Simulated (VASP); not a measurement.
Input:

```xyz
4
Lattice="1.6225 -5.1021 0.0000 1.6225 5.1021 0.0000 0.0000 0.0000 4.3375" Properties=species:S:1:pos:R:3 pbc="T T T"
Hf     1.6225    -3.6431     3.2531
Hf     1.6225     3.6431     1.0844
Pd     1.6225    -0.9051     3.2531
Pd     1.6225     0.9051     1.0844
```

Level of theory: PBEsol GGA, VASP's PBE PAW potentials (set 64) (plane waves; VASP). Numerical set-up: 400 eV cut-off, Gaussian smearing of 0.050 eV, potentials Hf_pv Pd.

Give the energies of bands 10 to 23 at the high-symmetry points, in eV from the Fermi level.

```
band      Γ      Y     C0      Z     A0      T      S      R
----  -----  -----  -----  -----  -----  -----  -----  -----
10    -5.20  -4.96  -4.83  -5.11  -4.95  -4.87  -4.85  -5.18
11    -5.03  -4.81  -4.60  -4.47  -4.36  -4.42  -4.65  -4.23
12    -4.34  -4.48  -4.55  -4.47  -4.36  -4.42  -4.63  -4.23
13    -3.69  -4.26  -3.98  -3.82  -3.82  -3.98  -3.79  -4.06
14    -3.62  -4.00  -3.81  -3.82  -3.82  -3.98  -3.77  -4.06
15    -3.59  -3.53  -3.50  -3.32  -3.15  -3.98  -3.52  -3.00
16    -3.08  -3.46  -2.87  -3.32  -3.15  -3.98  -3.20  -3.00
17    -2.80  -3.16  -2.74  -3.02  -1.61  -3.13  -2.36  -1.57
18    -2.65  -3.03  -1.53  -3.02  -1.61  -3.13  -1.59  -1.57
19    -0.76  -0.81  -1.39  -0.86  -0.76  -1.66  -1.29  -0.48
20     0.28   0.20  -0.96  -0.86  -0.76  -1.66  -0.96  -0.48
21     0.83   0.25   0.35   0.57   0.37   0.57   0.34   0.16
22     1.07   1.21   0.57   0.57   0.37   0.57   0.54   0.16
23     1.57   1.33   1.26   1.52   1.03   2.12   1.03   0.82
```

It has no gap at this level: it comes out as a metal or semimetal.

The structure comes from a computed database's HfPd entry (Cmcm); how it stands against other phases isn't given here. It was relaxed first.
